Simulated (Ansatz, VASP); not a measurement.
# H2W2CO2 (W2C(OH)2 MXene bilayer, AB): VASP beside Ansatz, part 2 of 3

Wanted: the spread between two codes on one cell, functional and k mesh. Of the first pair: The structure shown is the start of the Ansatz relaxation below; VASP solves that cell, so the two are compared at the walk's first step.

VASP 6.6.1 and Ansatz 0.2.0.

So far: Starting point; Ansatz: relaxation, PBE with D3(BJ).

## 3. VASP: single point, PBE with D3(BJ), start cell, pair 1

Level of this step: PBE with D3(BJ), no spin polarisation; plane waves and PAW (H, O, W, C) (VASP).

The same cell, functional, mesh and smearing now go to VASP, with its own data sets.

Lines of VASP's logs that name or quote its potential files are left out, and so is its time.

The input, INCAR:

```
SYSTEM = H2W2CO2
PREC = Accurate
ENCUT = 520
EDIFF = 1E-06
NELM = 120
ISMEAR = -1
SIGMA = 0.05
LREAL = .FALSE.
ALGO = Normal
GGA = PE
IVDW = 12
NBANDS = 44
LASPH = .TRUE.
LORBIT = 11
LWAVE = .FALSE.
LCHARG = .FALSE.
ISIF = 2
LDIPOL = .TRUE.
IDIPOL = 3
DIPOL = 0.5 0.5 0.5
LVHAR = .TRUE.
GGA_COMPAT = .FALSE.
NELMDL = -8
KPAR = 4
```

The input, POSCAR:

```
H2W2CO2
1.0
    3.1254080000      0.0000000000      0.0000000000
   -1.5627040000      2.7066830000      0.0000000000
    0.0000000000      0.0000000000     62.1887830000
H O W C
4 4 4 2
Direct
    0.3333332103      0.6666666051      0.3746656370
    0.6666665436      0.3333332718      0.4815079192
    0.6666665436      0.3333332718      0.5184920808
    0.9999998769      0.9999999385      0.6253343630
    0.3333332103      0.6666666051      0.3904241059
    0.6666665436      0.3333332718      0.4657494504
    0.6666665436      0.3333332718      0.5342505496
    0.9999998769      0.9999999385      0.6095758941
    0.6666665436      0.3333332718      0.4082567913
    0.3333332103      0.6666666051      0.4479167650
    0.9999998769      0.9999999385      0.5520832350
    0.6666665436      0.3333332718      0.5917432087
    0.9999998769      0.9999999385      0.4280867821
    0.3333332103      0.6666666051      0.5719132179
```

The input, KPOINTS:

```
Automatic mesh
0
Gamma
12 12 1
0 0 0
```

The projector-augmented-wave data sets are H, O, W and C (PBE family, release 64).

Started as:

```bash
$ mpirun -np 4 vasp_std
```

Numbers of over 12 decimals in the logs are rounded to 6 here.

What it wrote:

```text
[banner, memory and clock lines left out]
running    4 mpi-ranks, on    1 nodes
 distrk:  each k-point on    1 cores,    4 groups
 distr:  one band on    1 cores,    1 groups

 POSCAR found type information on POSCAR H O W C
 POSCAR found :  4 types and      14 ions
 LDA part: xc-table for (Slater+PW92), standard interpolation
|                                                                             |
|           W    W    AA    RRRRR   N    N  II  N    N   GGGG   !!!           |
|           W    W   A  A   R    R  NN   N  II  NN   N  G    G  !!!           |
|           W    W  A    A  R    R  N N  N  II  N N  N  G       !!!           |
|           W WW W  AAAAAA  RRRRR   N  N N  II  N  N N  G  GGG   !            |
|           WW  WW  A    A  R   R   N   NN  II  N   NN  G    G                |
|           W    W  A    A  R    R  N    N  II  N    N   GGGG   !!!           |
|                                                                             |
|     One of the lattice vectors is very long (>50 A), but AMIN is rather     |
|     large. This can spoil convergence since charge sloshing might occur     |
|     along the long lattice vector. If problems with convergence are         |
|     observed, try to decrease AMIN to a smaller value (e.g. 0.01).          |
|     Note: This warning only applies if the self-consistency cycle is        |
|     used.                                                                   |
|                                                                             |

 POSCAR, INCAR and KPOINTS ok, starting setup
 FFT: planning ... GRIDC
 FFT: planning ... GRID_SOFT
 FFT: planning ... GRID
 WAVECAR not read
 entering main loop
       N       E                     dE             d eps       ncg     rms          rms(c)
DAV:   1     0.495940343394E+03    0.49594E+03   -0.22992E+04  1784   0.105E+03
DAV:   2    -0.388148571235E+02   -0.53476E+03   -0.51102E+03  2420   0.265E+02
DAV:   3    -0.118965938546E+03   -0.80151E+02   -0.78334E+02  2104   0.109E+02
DAV:   4    -0.122157927863E+03   -0.31920E+01   -0.31036E+01  2256   0.232E+01
DAV:   5    -0.122260258459E+03   -0.10233E+00   -0.10011E+00  2228   0.363E+00
DAV:   6    -0.122263707288E+03   -0.34488E-02   -0.34159E-02  2224   0.669E-01
DAV:   7    -0.122263869055E+03   -0.16177E-03   -0.16090E-03  2316   0.127E-01
DAV:   8    -0.122263876039E+03   -0.69844E-05   -0.69820E-05  2184   0.257E-02    0.610E+01
DAV:   9    -0.107444567863E+03    0.14819E+02   -0.79194E+01  2224   0.341E+01    0.230E+01
DAV:  10    -0.116080226936E+03   -0.86357E+01   -0.24848E+01  2440   0.249E+01    0.194E+01
DAV:  11    -0.115519505250E+03    0.56072E+00   -0.69210E+01  2556   0.344E+01    0.168E+01
DAV:  12    -0.107349498029E+03    0.81700E+01   -0.27923E+01  2556   0.218E+01    0.362E+00
DAV:  13    -0.106890937460E+03    0.45856E+00   -0.20827E+00  2140   0.718E+00    0.258E+00
DAV:  14    -0.106792205530E+03    0.98732E-01   -0.36432E-01  2168   0.237E+00    0.139E+00
[...]
DAV:  24    -0.106734805973E+03   -0.47172E-04   -0.25106E-05  2080   0.147E-02    0.974E-03
DAV:  25    -0.106734842971E+03   -0.36998E-04   -0.15546E-05  2072   0.135E-02    0.830E-03
DAV:  26    -0.106734867239E+03   -0.24268E-04   -0.50286E-06  1536   0.572E-03    0.650E-03
DAV:  27    -0.106734892185E+03   -0.24946E-04   -0.85081E-06  1592   0.560E-03    0.320E-03
DAV:  28    -0.106734894037E+03   -0.18518E-05   -0.12497E-06  1480   0.430E-03    0.309E-03
DAV:  29    -0.106734895422E+03   -0.13851E-05   -0.26485E-07  1072   0.280E-03    0.232E-03
DAV:  30    -0.106734897474E+03   -0.20518E-05   -0.23179E-07  1176   0.207E-03    0.498E-04
DAV:  31    -0.106734898204E+03   -0.72971E-06   -0.77153E-08  1048   0.125E-03
   1 F= -.10945878E+03 E0= -.10941449E+03  d E =-.885796E-01
```

Parts of OUTCAR (step 3):

```text
ion  position               nearest neighbor table
   1  0.333  0.667  0.375-   5 0.98
   2  0.667  0.333  0.482-   6 0.98
   3  0.667  0.333  0.518-   7 0.98
   4  1.000  1.000  0.625-   8 0.98
   5  0.333  0.667  0.390-   1 0.98   9 2.12   9 2.12   9 2.12
   6  0.667  0.333  0.466-   2 0.98  10 2.12  10 2.12  10 2.12
   7  0.667  0.333  0.534-   3 0.98  11 2.12  11 2.12  11 2.12
   8  1.000  1.000  0.610-   4 0.98  12 2.12  12 2.12  12 2.12
   9  0.667  0.333  0.408-   5 2.12   5 2.12   5 2.12  13 2.19  13 2.19  13 2.19  10 3.06  10 3.06
                            10 3.06
  10  0.333  0.667  0.448-   6 2.12   6 2.12   6 2.12  13 2.19  13 2.19  13 2.19   9 3.06   9 3.06
                             9 3.06
  11  1.000  1.000  0.552-   7 2.12   7 2.12   7 2.12  14 2.19  14 2.19  14 2.19  12 3.06  12 3.06
                            12 3.06
  12  0.667  0.333  0.592-   8 2.12   8 2.12   8 2.12  14 2.19  14 2.19  14 2.19  11 3.06  11 3.06
                            11 3.06
  13  1.000  1.000  0.428-  10 2.19  10 2.19  10 2.19   9 2.19   9 2.19   9 2.19
  14  0.333  0.667  0.572-  11 2.19  11 2.19  11 2.19  12 2.19  12 2.19  12 2.19

  LATTYP: Found a hexagonal cell.
 ALAT       =     3.1254080000
 C/A-ratio  =    19.8978127016

 Subroutine GETGRP returns: Found 12 space group operations
 (whereof  6 operations were pure point group operations)

The static configuration has the point symmetry C_3v.
 The point group associated with its full space group is D_3d.

 Found     19 irreducible k-points:

   k-points           NKPTS =     19   k-points in BZ     NKDIM =     19   number of bands    NBANDS=     44

   dimension x,y,z NGX =    24 NGY =   24 NGZ =  480
   dimension x,y,z NGXF=    48 NGYF=   48 NGZF=  960

   ENCUT  =  520.0 eV  38.22 Ry    6.18 a.u.   5.81  5.81115.63*2*pi/ulx,y,z

   NELECT =      60.0000    total number of electrons

 k-points in reciprocal lattice and weights: Automatic mesh
   0.00000000  0.00000000  0.00000000       0.007
   0.08333333  0.00000000  0.00000000       0.042
   0.16666667 -0.00000000  0.00000000       0.042
   0.25000000  0.00000000  0.00000000       0.042
   0.33333333 -0.00000000  0.00000000       0.042
   0.41666667  0.00000000  0.00000000       0.042
   0.50000000  0.00000000  0.00000000       0.021
   0.08333333  0.08333333  0.00000000       0.042
   0.16666667  0.08333333  0.00000000       0.083
[...]
0.33333333  0.25000000  0.00000000       0.083
   0.33333333  0.33333333  0.00000000       0.014

 dipolmoment           0.000000      0.000000     -0.000000 electrons x Angstroem

 average (electrostatic) potential at core
       1 -43.0146       2 -42.6436       3 -42.6436       4 -43.0146       5 -79.8703
       6 -79.7295       7 -79.7295       8 -79.8703       9 -47.4604      10 -47.5012
      11 -47.5012      12 -47.4604      13 -56.2136      14 -56.2136

 E-fermi :  -0.3463

 k-point     1 :       0.0000    0.0000    0.0000
  band No.  band energies     occupation
    ...
     33      -0.7342      1.99915
     34      -0.3261      0.80087
     35      -0.3261      0.80086
     36      -0.3258      0.79844
     37      -0.3258      0.79843
     38      -0.0978      0.01379
     39       0.0593      0.00060
     40       0.7782      0.00000
     41       0.7782      0.00000
     42       0.7806      0.00000
    ...

 k-point     2 :       0.0833    0.0000    0.0000
  band No.  band energies     occupation
    ...
     31      -1.2173      2.00000
     32      -0.6596      1.99621
     33      -0.6384      1.99421
     34      -0.4047      1.52542
     35      -0.3786      1.31224
     36      -0.2037      0.10922
     37      -0.2035      0.10870
     38       0.1217      0.00017
     39       0.2149      0.00003
     40       0.7666      0.00000
    ...

 k-point     3 :       0.1667   -0.0000    0.0000
  band No.  band energies     occupation
    ...
     30      -1.4839      2.00000
     31      -1.0011      2.00000
     32      -0.5826      1.98243
     33      -0.5801      1.98153
     34      -0.3117      0.66739
     35      -0.1001      0.01443
     36       0.1599      0.00008
     37       0.1601      0.00008
     38       0.5005      0.00000
     39       0.5605      0.00000
    ...

 Edisp (eV)   -2.72388

  Total      -0.63182    -0.63182     9.57226     0.00000     0.00000     0.00000
  in kB      -1.92418    -1.92418    29.15202     0.00000     0.00000     0.00000
  external pressure =        8.43 kB  Pullay stress =        0.00 kB

  energy-cutoff  :      520.00
  volume of cell :      526.09
      direct lattice vectors                 reciprocal lattice vectors
     3.125408000  0.000000000  0.000000000     0.319958226  0.184727949  0.000000000
    -1.562704000  2.706683000  0.000000000     0.000000000  0.369455899  0.000000000
     0.000000000  0.000000000 62.188783000     0.000000000  0.000000000  0.016080070

 POSITION                                       TOTAL-FORCE (eV/Angst)
 -----------------------------------------------------------------------------------
     -0.00000      1.80446     23.30000        -0.000000      0.000000     -0.453173
      1.56270      0.90223     29.94439        -0.000000      0.000000      0.943338
      1.56270      0.90223     32.24439         0.000000      0.000000     -0.943338
      1.56270      2.70668     38.88878         0.000000     -0.000000      0.453173
     -0.00000      1.80446     24.28000         0.000000      0.000000     -2.553778
      1.56270      0.90223     28.96439         0.000000      0.000000      1.839062
      1.56270      0.90223     33.22439        -0.000000      0.000000     -1.839062
      1.56270      2.70668     37.90878        -0.000000      0.000000      2.553778
      1.56270      0.90223     25.38899        -0.000000      0.000000      4.170351
     -0.00000      1.80446     27.85540         0.000000      0.000000     -3.786003
      1.56270      2.70668     34.33338         0.000000     -0.000000      3.786003
      1.56270      0.90223     36.79979         0.000000      0.000000     -4.170351
      1.56270      2.70668     26.62220         0.000000      0.000000     -0.108842
     -0.00000      1.80446     35.56659        -0.000000      0.000000      0.108842
 -----------------------------------------------------------------------------------
    total drift:                                0.001664      0.000961      0.000100

  FREE ENERGIE OF THE ION-ELECTRON SYSTEM (eV)
  ---------------------------------------------------
  free  energy   TOTEN  =      -109.4587778286 eV

  energy  without entropy=     -109.3701982771  energy(sigma->0) =     -109.41448805

 vacuum level on the upper side and lower side of the slab         2.564         2.564

 total charge
# of ion       s       p       d       tot
------------------------------------------
    1        0.601   0.121   0.000   0.722
    2        0.597   0.124   0.000   0.721
    3        0.597   0.124   0.000   0.721
    4        0.601   0.121   0.000   0.722
    5        1.565   3.593   0.000   5.158
    6        1.564   3.596   0.000   5.160
    7        1.564   3.596   0.000   5.160
    8        1.565   3.593   0.000   5.158
    9        0.522   0.666   4.281   5.469
   10        0.517   0.668   4.272   5.457
   11        0.517   0.668   4.272   5.457
   12        0.522   0.666   4.281   5.469
   13        0.851   1.580   0.000   2.432
   14        0.851   1.580   0.000   2.432
--------------------------------------------------
tot         12.435  20.697  17.106  50.238

[... 3 further parts left out ...]
```

This run has no spin polarisation, so a moment on W, if there is one, isn't seen.

## 4. Comparison

Known differences besides the potentials themselves: Ansatz cuts the interaction across the vacuum, VASP repeats the sheet with a dipole correction; the data sets hold 92 valence electrons in Ansatz (on its default PAW (the set named soft_2) files) and 60 in VASP; the cutoff is 420 eV in Ansatz and 520 eV in VASP. Total energies have different zeros and are not compared.

Forces on 9 of the 14 atoms, those with the largest forces and the largest differences (eV/Å; atoms numbered as in POSCAR):

| atom | Ansatz x, y, z | VASP x, y, z |
| --- | --- | --- |
| H1 | 0.000, 0.000, -0.388 | 0.000, 0.000, -0.453 |
| H4 | 0.000, 0.000, 0.388 | 0.000, 0.000, 0.453 |
| O5 | 0.000, 0.000, -2.616 | 0.000, 0.000, -2.554 |
| O7 | 0.000, 0.000, -1.887 | 0.000, 0.000, -1.839 |
| O8 | 0.000, 0.000, 2.616 | 0.000, 0.000, 2.554 |
| W9 | 0.000, 0.000, 4.142 | 0.000, 0.000, 4.170 |
| W10 | 0.000, 0.000, -3.758 | 0.000, 0.000, -3.786 |
| W11 | 0.000, 0.000, 3.758 | 0.000, 0.000, 3.786 |
| W12 | 0.000, 0.000, -4.142 | 0.000, 0.000, -4.170 |

The forces differ by 26 meV/Å r.m.s., which is 1.8 % of the r.m.s. force of 1.427 eV/Å (both taken over all components). With vacuum in the cell, a pressure given here is an average over mostly empty space and none of the material.

## 5. Ansatz: relaxation, PBE with D3(BJ)

This run makes the geometry at which the two programs are then compared.

The structure compared here is the end of the Ansatz relaxation.

The input, input.yaml:

```yaml
crystal:
  lattice:
    - [3.125408, 0.0, 0.0]
    - [-1.562704, 2.7066827252, 0.0]
    - [0.0, 0.0, 62.1887831672]
  atoms:
    - { symbol: H, position: [0.3333333333, 0.6666666667, 0.374665636] }
    - { symbol: O, position: [0.3333333333, 0.6666666667, 0.3904241049] }
    - { symbol: W, position: [0.6666666667, 0.3333333333, 0.4082567912] }
    - { symbol: C, position: [0.0, 0.0, 0.4280867776] }
    - { symbol: W, position: [0.3333333333, 0.6666666667, 0.4479167642] }
    - { symbol: O, position: [0.6666666667, 0.3333333333, 0.4657494505] }
    - { symbol: H, position: [0.6666666667, 0.3333333333, 0.4815079192] }
    - { symbol: H, position: [0.6666666667, 0.3333333333, 0.5184920808] }
    - { symbol: O, position: [0.6666666667, 0.3333333333, 0.5342505495] }
    - { symbol: W, position: [0.0, 0.0, 0.5520832358] }
    - { symbol: C, position: [0.3333333333, 0.6666666667, 0.5719132224] }
    - { symbol: W, position: [0.6666666667, 0.3333333333, 0.5917432088] }
    - { symbol: O, position: [0.0, 0.0, 0.6095758951] }
    - { symbol: H, position: [0.0, 0.0, 0.625334364] }
  periodic: [true, true, false]
kpoints:
  mp_grid: { grid: [12, 12, 1] }
hamiltonian:
  xc: pbe
  dispersion: d3bj
scf:
  occupations: { method: fermi_dirac, width: 0.05 }
  convergence: { dr2_threshold: 1.0e-09 }
relax:
  f_tol: 0.004
  max_steps: 90
  cell: {}
output:
  write_potential: true
  write_density: true
  volumetric_format: npy
```

Started as:

```bash
$ ansatz run input.yaml --threads 4 --pin off --max-ram 6144MiB --backend cpu --events-out ev --progress --plain --runs-dir out
```

What it wrote:

```text
[...]
Crystal: 14 atoms, lattice volume = 526.085 Å³
Basis set: ecut = 420 eV, 10191 PW (Γ), exchange–correlation on 48×48×864 points (8 copies of the dense FFT grid, shifted against one another)
Bands: 60, of which v1, the nominal top of the filled ones, is band 46 counted from 1 (45 counted from 0)
Symmetry: 12 space group operations
[...]
- { symbol: O, position: [0.666667, 0.333333, 0.532479] }
    - { symbol: W, position: [-4.28606507772588e-17, -1.7182023000299625e-17, 0.555843] }
    - { symbol: C, position: [0.333333, 0.666667, 0.577725] }
    - { symbol: W, position: [0.666667, 0.333333, 0.599383] }
    - { symbol: O, position: [-4.286065077725966e-17, -1.718202300030067e-17, 0.623276] }
    - { symbol: H, position: [-4.2860650777259955e-17, -1.718202300030125e-17, 0.639106] }
[key lines of the parts left out:]
SCF converged after 5 iterations
Free energy (F): -44372.560716 eV
Fermi energy:    -2.480676 eV
P = ½ c Tr σ = -0.0347 N/m
```

(Part 2 of 3 ends here.)

[Lines on the potential files, build, host, timing and source positions are cut from VASP's logs without a mark.]

[Logs are printed without paths, hosts, clocks, repeated set-up lines and the standing remarks that a program may print on its own settings, such as how far it seeks lower states.]

[Hosts, paths, dates, database ids (printed as entryN), source tags and the programs' standing remarks are cut or masked in the printed files.]
